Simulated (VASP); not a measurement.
Input:

```
AgCl
1.0
    0.00000     2.67466     2.67466
    2.67466     0.00000     2.67466
    2.67466     2.67466     0.00000
Ag Cl
1 1
Cartesian
  0.00000   0.00000   0.00000
  2.67466   2.67466   2.67466
```

The numbers are results of LDA (Ceperley-Alder, Perdew-Zunger), VASP's LDA PAW potentials (set 64) (plane waves; VASP), not measurements. Run with 400 eV cut-off, 8×8×8 Γ-centred mesh, Gaussian smearing of 0.050 eV, potentials Ag Cl.

Q: What does the run give for the energy per atom (σ→0), band gap (on the k-mesh) with the smallest direct gap where there is one?

A: 
```yaml
band gap (on the k-mesh): 0.65 eV
smallest direct gap (on the k-mesh): 3.38 eV
energy per atom (σ→0): -327.7 kJ/mol of atoms
```

Only differences to runs with the same potentials and settings are physical.

The compound is AgCl in the rock salt structure. It was relaxed first, which changed the volume by -10 %. The start is the result of an earlier pass.
